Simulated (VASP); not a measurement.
```yaml
crystal:
  lattice:
    - [4.84473, -2.53203, -0.00185]
    - [4.84473, 2.53203, -0.00185]
    - [3.52299, 0.00000, 4.17984]
  atoms:
    - { symbol: Cr, position: [0.84800, 0.84800, 0.84800], spin: -2.9 }
    - { symbol: Cr, position: [0.34800, 0.34800, 0.34800], spin: -2.9 }
    - { symbol: Cr, position: [0.15200, 0.15200, 0.15200], spin: 2.9 }
    - { symbol: Cr, position: [0.65200, 0.65200, 0.65200], spin: 2.9 }
    - { symbol: O, position: [0.44616, 0.05384, 0.75000] }
    - { symbol: O, position: [0.05384, 0.75000, 0.44616] }
    - { symbol: O, position: [0.55384, 0.94616, 0.25000] }
    - { symbol: O, position: [0.25000, 0.55384, 0.94616] }
    - { symbol: O, position: [0.94616, 0.25000, 0.55384] }
    - { symbol: O, position: [0.75000, 0.44616, 0.05384] }
```

These are PBE GGA + U (Dudarev), VASP's PBE PAW potentials (set 64) (plane waves; VASP) values and carry that method's errors. Numerical set-up: 520 eV cut-off, Gaussian smearing of 0.050 eV, potentials Cr_pv O, U − J: Cr 3.70 eV.

Problem. Give the spin-up energies of bands 34 to 47 at the high-symmetry points, in eV from the valence-band maximum.

Solution. 
| band | Γ | T | H2 | L | S0 | F |
|---|---|---|---|---|---|---|
| 34 | -1.56 | -1.55 | -1.81 | -1.85 | -1.64 | -1.68 |
| 35 | -1.46 | -1.55 | -1.33 | -1.24 | -1.49 | -1.39 |
| 36 | -1.46 | -1.55 | -1.33 | -1.24 | -1.10 | -1.27 |
| 37 | -0.60 | -0.57 | -0.85 | -0.97 | -1.05 | -0.83 |
| 38 | -0.60 | -0.57 | -0.85 | -0.97 | -0.83 | -0.76 |
| 39 | -0.41 | -0.47 | -0.50 | -0.44 | -0.55 | -0.61 |
| 40 | -0.30 | -0.47 | -0.50 | -0.44 | -0.38 | -0.47 |
| 41 | -0.30 | -0.47 | -0.09 | -0.10 | -0.18 | -0.18 |
| 42 | -0.27 | -0.47 | -0.09 | -0.10 | -0.02 | -0.01 |
| 43 | 3.25 | 3.66 | 3.37 | 3.70 | 3.34 | 3.11 |
| 44 | 3.25 | 3.66 | 3.37 | 3.70 | 3.41 | 3.52 |
| 45 | 4.58 | 3.66 | 4.09 | 4.03 | 3.90 | 3.67 |
| 46 | 4.58 | 3.66 | 4.09 | 4.03 | 4.37 | 4.51 |
| 47 | 4.69 | 5.14 | 4.76 | 4.85 | 4.63 | 4.57 |

Problem. Give the spin-down energies of bands 34 to 47 at the high-symmetry points, in eV from the valence-band maximum.

Solution. 
| band | Γ | T | H2 | L | S0 | F |
|---|---|---|---|---|---|---|
| 34 | -1.56 | -1.55 | -1.81 | -1.85 | -1.64 | -1.68 |
| 35 | -1.46 | -1.55 | -1.33 | -1.24 | -1.49 | -1.39 |
| 36 | -1.46 | -1.55 | -1.33 | -1.24 | -1.10 | -1.27 |
| 37 | -0.60 | -0.57 | -0.85 | -0.97 | -1.05 | -0.83 |
| 38 | -0.60 | -0.57 | -0.85 | -0.97 | -0.83 | -0.76 |
| 39 | -0.41 | -0.47 | -0.50 | -0.44 | -0.55 | -0.61 |
| 40 | -0.30 | -0.47 | -0.50 | -0.44 | -0.38 | -0.47 |
| 41 | -0.30 | -0.47 | -0.09 | -0.10 | -0.18 | -0.18 |
| 42 | -0.27 | -0.47 | -0.09 | -0.10 | -0.02 | -0.01 |
| 43 | 3.25 | 3.66 | 3.37 | 3.70 | 3.34 | 3.11 |
| 44 | 3.25 | 3.66 | 3.37 | 3.70 | 3.41 | 3.52 |
| 45 | 4.58 | 3.66 | 4.09 | 4.03 | 3.90 | 3.67 |
| 46 | 4.58 | 3.66 | 4.09 | 4.03 | 4.37 | 4.51 |
| 47 | 4.69 | 5.14 | 4.76 | 4.85 | 4.63 | 4.57 |

The gap is indirect, 3.11 eV, from the valence maximum at L-Γ at 0.36 to the conduction minimum at F-Γ at 0.18.

The compound is Cr2O3 in the corundum structure. It was relaxed first, which changed the volume by +6 %.
